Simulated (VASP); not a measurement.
Computed with PBEsol GGA, VASP's PBE PAW potentials (set 64) (plane waves; VASP).

VASP ran on this input.

### POSCAR
```
CdSe
1.0
  2.1500000000  -3.7239090000   0.0000000000
  2.1500000000   3.7239090000   0.0000000000
  0.0000000000   0.0000000000   7.0100000000
Cd Se
2 2
Cart
  2.1500000000  -1.2413054826   3.5050000000
  2.1500000000   1.2413054826   0.0000000000
  2.1500000000  -1.2413054826   6.1407600000
  2.1500000000   1.2413054826   2.6357600000
```

**INCAR**
```
SYSTEM = CdSe
PREC = Accurate; ENCUT = 400; LREAL = .FALSE.
LASPH = .TRUE.
EDIFF = 1E-6; NELM = 100; ALGO = Normal
LMAXMIX = 4
ISMEAR = 0; SIGMA = 0.05
GGA = PS
ISIF = 2
LWAVE = .FALSE.; LCHARG = .FALSE.
```

**KPOINTS**
```
Automatic mesh
0
Gamma
7 7 4
0 0 0
```

POTCAR, in this order: Cd Se (PBE.64 set). Program: vasp_std.

What does the run give for the energy per atom (σ→0)?

```json
{
 "energy per atom (σ→0)": "-3.086 eV/atom"
}
```

**OSZICAR**
```
...
DAV:   8    -0.123462566917E+02    0.46730E-02   -0.71307E-02  1146   0.307E+00    0.389E-01
DAV:   9    -0.123456067268E+02    0.64996E-03   -0.10143E-02  1194   0.134E+00    0.131E-01
DAV:  10    -0.123456095951E+02   -0.28683E-05   -0.90863E-04  1218   0.372E-01    0.666E-02
DAV:  11    -0.123456735917E+02   -0.63997E-04   -0.17207E-04  1152   0.970E-02    0.187E-02
DAV:  12    -0.123456623217E+02    0.11270E-04   -0.77973E-05  1348   0.963E-02    0.840E-03
DAV:  13    -0.123456639782E+02   -0.16566E-05   -0.90290E-06  1140   0.246E-02    0.499E-03
DAV:  14    -0.123456638862E+02    0.92008E-07   -0.77220E-07   828   0.516E-03
   1 F= -.12345664E+02 E0= -.12345664E+02  d E =-.264916E-14
```

The compound is CdSe in the wurtzite structure. The cell was not relaxed at this level. The run is one of a series of settings (GGA = PS against the base run), some of them coarse on purpose.
